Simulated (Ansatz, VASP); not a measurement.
# Ge8H (H-terminated Ge(111)): VASP beside Ansatz, part 2 of 2

Wanted: the spread between two codes on one cell, functional and k mesh.  The structure shown is the end of the VASP relaxation below.

VASP 6.6.1 and Ansatz 0.2.0.

So far: The starting structure; VASP: relaxation, PBE.

### Step 3. Ansatz: single point, PBE

Level of this step: Ansatz beside VASP: Kohn-Sham DFT, plane waves, PBE (Ansatz).

Ansatz runs on its default PAW (the set named soft_2) files.

The same cell, functional, mesh and smearing now go to Ansatz, which takes its cutoff from its data sets.

Input file input.yaml:

```yaml
crystal:
  lattice:
    - [4.09342654, 0.0, 0.0]
    - [2.04671327, 3.54501137, 0.0]
    - [0.0, 0.0, 43.35144859]
  atoms:
    - { symbol: Ge, position: [0.33333333, 0.33333333, 0.22141903] }
    - { symbol: Ge, position: [0.66666667, 0.66666667, 0.23965192] }
    - { symbol: Ge, position: [0.66666667, 0.66666667, 0.29725531] }
    - { symbol: Ge, position: [0.0, 0.0, 0.31655978] }
    - { symbol: Ge, position: [0.0, 0.0, 0.37449466] }
    - { symbol: Ge, position: [0.33333333, 0.33333333, 0.39393933] }
    - { symbol: Ge, position: [0.33333333, 0.33333333, 0.45178468] }
    - { symbol: Ge, position: [0.66666667, 0.66666667, 0.47112725] }
    - { symbol: Ge, position: [0.66666667, 0.66666667, 0.52887275] }
    - { symbol: Ge, position: [0.0, 0.0, 0.54821532] }
    - { symbol: Ge, position: [0.0, 0.0, 0.60606067] }
    - { symbol: Ge, position: [0.33333333, 0.33333333, 0.62550534] }
    - { symbol: Ge, position: [0.33333333, 0.33333333, 0.68344022] }
    - { symbol: Ge, position: [0.66666667, 0.66666667, 0.70274469] }
    - { symbol: Ge, position: [0.66666667, 0.66666667, 0.76034808] }
    - { symbol: Ge, position: [0.0, 0.0, 0.77858097] }
    - { symbol: H, position: [0.33333333, 0.33333333, 0.18511186] }
    - { symbol: H, position: [0.0, 0.0, 0.81488814] }
hamiltonian:
  xc: pbe
  pseudopotentials: { kind: paw }
kpoints:
  mp_grid: { grid: [9, 9, 1] }
scf:
  occupations: { method: gaussian, width: 0.03 }
  n_extra_bands: 8
efield:
  axis: 3
  dipole_correction: true
  ramp_width: 0.04
output:
  forces: true
  eigenvalues: true
  write_density: true
  write_potential: true
  elf: true
  volumetric_format: npy
```

The run is started by

```bash
$ ansatz run input.yaml --threads 8 --pin off --max-ram 18432MiB --backend cpu --events-out ev --progress --plain --runs-dir out
```

Numbers of over 12 decimals in the logs are rounded to 6 here.

The program printed:

```text
scf.n_extra_bands = 8 over 113 filled bands (N_el = 226.0): the run solves 121 bands
Engine: ansatz 0.2.0, aarch64-unknown-linux-gnu
Pseudopotentials: kind: paw
Pseudopotential: Ge, paw, valence charge 14, recommended cutoff 420 eV (normal), Ge.paw.azcp
Pseudopotential: H, paw, valence charge 1, recommended cutoff 420 eV (normal), H.paw.azcp
Functional definition: PBE
  parameter kappa = 0.804
  parameter beta = 0.066725
  exchange = pbe_x(kappa = kappa, mu = beta*pi^2/3)
  correlation = pbe_c(beta = beta)
Crystal: 18 atoms, lattice volume = 629.083 Å³
Basis set: ecut = 420 eV, 12205 PW (Γ), exchange–correlation on 60×60×600 points (8 copies of the dense FFT grid, shifted against one another)
Bands: 121, of which v1, the nominal top of the filled ones, is band 113 counted from 1 (112 counted from 0)
Symmetry: 6 space group operations
k-points: 12 of 81 (time reversal used)
Non-local potential: Ge, projectors of the file, l = 0: 2, l = 1: 2, l = 2: 3, l = 3: 1
Non-local potential: H, projectors of the file, l = 0: 2, l = 1: 1
PAW form: soft (Blöchl's): semilocal exchange-correlation on the pseudo side does not see the compensation charge
PAW one-centre angular grid: Ge, 590 points (default); XC on 64 Gauss nodes
PAW one-centre angular grid: H, 110 points (default); XC on 64 Gauss nodes
Initial density: superposition of atomic densities (neutral atoms: chi_scale 0, normalization atom), corrected by the library's trained network
Initial wavefunctions: pseudopotential atomic-orbital guess
Functional: x = pbe(κ = 0.804, μ = 0.219515), c = pbe(β = 0.066725)
SCF iter   1: F=—  HF=-68750.954064 eV  |F-HF|=—  |Δ(HF+E_count)|=         —  Δρ=1.41e-3  dr2=5.45e-2  ethr=1.77e-3  p=0.000 e·Å  D=3.77e-13 V/Å  ΔV_dip=-0.00 eV  dr2_dipole=4.90e-10  V_vac-E_F(+/−)=4.46/4.46 eV  ⟨swp⟩=5.9  Hψ=5293  notcnv=0
efield: sawtooth ramp at fractional position 0.9800 (placed from the atoms, in the widest stretch of the axis that holds none; the zero of the levels goes with the place), width 0.0400; the density the first Hamiltonian is built on has a dipole p = 0.000 e·Å; the dipole correction subtracts the counter field D = 3.77e-13 V/Å, which shifts the + side's vacuum level by -0.00 eV against the − side's; the planar-averaged density in the ramp window peaks in size at 1.1e-5 e/Å³
preconditioner: auto → LDOS  [insulator: Δε(μ)=0.123 eV  Ē_g=20.692 eV  σ=0.030 eV  W_gap=0.50  n_scr=156 (ndim 8)  ℏωp=22.3 eV  f_vac=0.377  D(μ)=0.93/eV (n_scr^D=6)  ε∞_Penn≈2.2  β→1.0]
SCF iter   2: F=—  HF=-68750.969719 eV  |F-HF|=—  |Δ(HF+E_count)|=   1.57e-2  Δρ=1.41e-3  dr2=2.25e-1  ethr=2.41e-5  p=0.000 e·Å  D=5.43e-6 V/Å  ΔV_dip=-0.00 eV  dr2_dipole=9.38e-8  V_vac-E_F(+/−)=4.71/4.71 eV  ⟨swp⟩=2.8  Hψ=2288  notcnv=0  defer=30
SCF iter   3: F=—  HF=-68750.948980 eV  |F-HF|=—  |Δ(HF+E_count)|=   2.07e-2  Δρ=5.64e-4  dr2=2.28e-2  ethr=2.41e-5  p=-0.000 e·Å  D=-1.61e-6 V/Å  ΔV_dip=0.00 eV  dr2_dipole=4.68e-10  V_vac-E_F(+/−)=4.27/4.27 eV  ⟨swp⟩=3.6  Hψ=2216  notcnv=0  defer=28
SCF iter   4: F=—  HF=-68750.946012 eV  |F-HF|=—  |Δ(HF+E_count)|=   2.97e-3  Δρ=1.79e-4  dr2=1.75e-3  ethr=1.01e-5  p=0.000 e·Å  D=1.38e-6 V/Å  ΔV_dip=-0.00 eV  dr2_dipole=2.58e-10  V_vac-E_F(+/−)=4.40/4.40 eV  ⟨swp⟩=2.2  Hψ=1887  notcnv=0  defer=27
SCF iter   5: F=—  HF=-68750.945759 eV  |F-HF|=—  |Δ(HF+E_count)|=   2.53e-4  Δρ=5.49e-5  dr2=9.09e-5  ethr=7.74e-7  p=0.000 e·Å  D=6.90e-7 V/Å  ΔV_dip=-0.00 eV  dr2_dipole=2.07e-10  V_vac-E_F(+/−)=4.39/4.39 eV  ⟨swp⟩=2.0  Hψ=1737  notcnv=0  defer=27
SCF iter   6: F=—  HF=-68750.945788 eV  |F-HF|=—  |Δ(HF+E_count)|=   2.90e-5  Δρ=2.28e-5  dr2=4.57e-6  ethr=4.02e-8  p=0.000 e·Å  D=1.76e-7 V/Å  ΔV_dip=-0.00 eV  dr2_dipole=5.79e-11  V_vac-E_F(+/−)=4.39/4.39 eV  ⟨swp⟩=2.2  Hψ=1817  notcnv=0  defer=27
SCF iter   7: F=—  HF=-68750.945791 eV  |F-HF|=—  |Δ(HF+E_count)|=   2.41e-6  Δρ=8.33e-6  dr2=4.57e-7  ethr=2.02e-9  p=0.000 e·Å  D=2.98e-7 V/Å  ΔV_dip=-0.00 eV  dr2_dipole=2.79e-11  V_vac-E_F(+/−)=4.39/4.39 eV  ⟨swp⟩=2.7  Hψ=1828  notcnv=0  defer=27
SCF iter   8: F=—  HF=-68750.945791 eV  |F-HF|=—  |Δ(HF+E_count)|=   4.93e-7  Δρ=2.65e-6  dr2=1.41e-7  ethr=4.42e-11  p=-0.000 e·Å  D=-1.87e-7 V/Å  ΔV_dip=0.00 eV  dr2_dipole=2.56e-13  V_vac-E_F(+/−)=4.39/4.39 eV  ⟨swp⟩=13.9  Hψ=10552  notcnv=0
SCF iter   9: F=-68750.945791 eV  HF=-68750.945791 eV  |F-HF|=7.73e-9  |Δ(HF+E_count)|=   2.05e-8  Δρ=7.38e-7  dr2=4.66e-9  ethr=4.42e-11  p=0.000 e·Å  D=9.27e-8 V/Å  ΔV_dip=-0.00 eV  dr2_dipole=2.29e-12  V_vac-E_F(+/−)=4.39/4.39 eV  ⟨swp⟩=8.0  Hψ=8979  notcnv=0
SCF 1 converged in 9 iterations: F = -68750.945791 eV  dr2 = 4.66e-9
  greatest PAW one-centre occupation: 0.998 electrons in one spin orbital (limit 2), on the Ge atom at site 0 (counted from 0), in its partial waves of l = 2
WARN: The output density's exchange-correlation potential varies sharply where the density is thin. Do not read a vacuum level from v_tot or v_xc, or from such a field of the output density. On a cell that repeats whose density bears no net charge and no dipole along the vacuum's axis use v_es (v_loc + v_h of the components); under efield.dipole_correction with no amplitude use v_es + v_field, which holds any externa [...]
SCF converged after 9 iterations
Free energy (F): -68750.945791 eV
Harris-Foulkes:  -68750.945791 eV  (|F-HF|=7.73e-9)
Internal energy: -68750.945372 eV  (E = F + TS)
E sigma→0 (E₀):  -68750.945582 eV
Entropy (-TS):   -0.000419 eV (-0.023 meV/atom)
Fermi energy:    3.090037 eV
Dipole field:    D = -0.000001 V/Å  (p = -0.000004 e·Å, saw-weighted, corrected)
Work function:   Φ+ = 4.3921 eV   Φ− = 4.3921 eV
Levels:          The Fermi level and band energies are counted from a zero that moves with the ramp; work functions are not
--- Per-component energies (eV) ---
  E_band       = -3581.787707
  E_kinetic    = 1796.571526
  E_local      = -374020.737555  (includes V_loc(G=0)·N_el)
  E_nonlocal   = 6694.697180
  E_hartree    = 183999.440895
  E_xc         = -1220.014997
  E_vxc        = -1047.293705  (∫ρ·V_xc dr)
  E_paw        = -32316.595064  (= ΣΔE_a)
  E_vpaw       = -5003.900294  (= ΣTr[D̂ρ^β])
  E_aug_tail   = 0.002924  (compensation charges beyond the density's cutoff)
  E_efield     = 0.000000  (sawtooth field / dipole correction)
  E_vefield    = 0.000000  (∫n·V_field dr)
  E_ewald      = 146315.689719
  E_smearing   = -0.000419  (= −TS)
  E_closure    = -0.000000  (closes the sum)
  Σ components = -68750.945791   (vs F -68750.945791, Δ=0.00e0)
--- Forces (eV/Å), atoms counted from 1 ---
  atom   1  Ge    -0.00000000     0.00000000    -0.11006424
  atom   2  Ge    -0.00000000    -0.00000000     0.01905063
  atom   3  Ge     0.00000000     0.00000000    -0.00523661
  atom   4  Ge     0.00000000    -0.00000000     0.03429542
  atom   5  Ge     0.00000000     0.00000000    -0.00342459
  atom   6  Ge     0.00000000    -0.00000000    -0.03386622
  atom   7  Ge     0.00000000     0.00000000    -0.00232949
  atom   8  Ge    -0.00000000    -0.00000000    -0.02920530
  atom   9  Ge     0.00000000     0.00000000     0.02920516
  atom  10  Ge     0.00000000    -0.00000000     0.00232964
  atom  11  Ge     0.00000000     0.00000000     0.03386635
  atom  12  Ge     0.00000000    -0.00000000     0.00342430
  atom  13  Ge     0.00000000     0.00000000    -0.03429529
  atom  14  Ge    -0.00000000    -0.00000000     0.00523615
  atom  15  Ge     0.00000000     0.00000000    -0.01905030
  atom  16  Ge     0.00000000    -0.00000000     0.11006459
  atom  17  H      0.00000000    -0.00000000     0.19227139
  atom  18  H     -0.00000000     0.00000000    -0.19227111
  max |Σ_I F_I| component: 4.72e-7 eV/Å
--- Band table (eV; the first three rows and the last of 12) ---
  k-point 0: bands = [... 109 lower, 2.9339, 2.9339, 3.0089, 3.0901, 3.0901, 3.1584, 3.2357, 3.3331, ... 4 higher]
  k-point 1: bands = [... 109 lower, 2.4978, 2.6437, 2.7340, 2.8945, 4.0646, 4.2174, 4.2877, 4.3681, ... 4 higher]
  k-point 2: bands = [... 109 lower, 2.0395, 2.2321, 2.2875, 2.4541, 3.9245, 4.4266, 4.4781, 4.6340, ... 4 higher]
  k-point 11: bands = [... 109 lower, 0.7535, 0.8992, 0.8992, 0.9300, 4.7603, 4.7603, 4.7881, 5.3098, ... 4 higher]
```

Run time: 46 s. Hardware: 8 threads of Arm Neoverse N1, shared host; peak memory 3.1 GiB.

### Step 4. Differences

Known differences besides the PAW data sets themselves: the data sets hold 226 valence electrons in Ansatz (default PAW (the set named soft_2) files) and 66 in VASP; the cutoff is 420 eV in Ansatz and 320 eV in VASP (PREC = Normal, projectors in real space); VASP leaves aspherical gradient terms in its spheres out (LASPH is not set), Ansatz keeps them. Total energies have different zeros and are not compared.

At this near-relaxed geometry the largest component of a force difference is 179 meV/Å.

### Step 5. What moves the difference

The difference is large enough to ask for its cause, so further runs change the set-up of one program at a time, as the table lists.

```
                                        run  r.m.s. force difference (meV/Å)
                                   as above                               41
   Ansatz's larger PAW set (cutoff 1000 eV)                               43
norm-conserving potentials (cutoff 1061 eV)                               41
```

### Step 6. Summary of results

```
r.m.s. force difference (single point, PBE) : 41 meV/Å
```

What this shows: The r.m.s. force difference is 41 meV/Å (single point, PBE), beyond the 12 meV/Å picked in this series as the mark of a large difference. For single point, PBE: no further run halves the r.m.s. force difference; only Ansatz's side was varied, and Ansatz's runs with other potentials lie closer to each other than to VASP, which for this quantity points to VASP's side; this was not tested here. How closely two codes agree says nothing of how well the functional describes the real material.

[Lines on the potential files, build, host, timing and source positions are cut from VASP's logs without a mark.]

[Logs are printed without paths, hosts, clocks, repeated set-up lines and the standing remarks that a program may print on its own settings, such as how far it seeks lower states.]

[Hosts, paths, dates, database ids (printed as entryN), source tags and the programs' standing remarks are cut or masked in the printed files.]
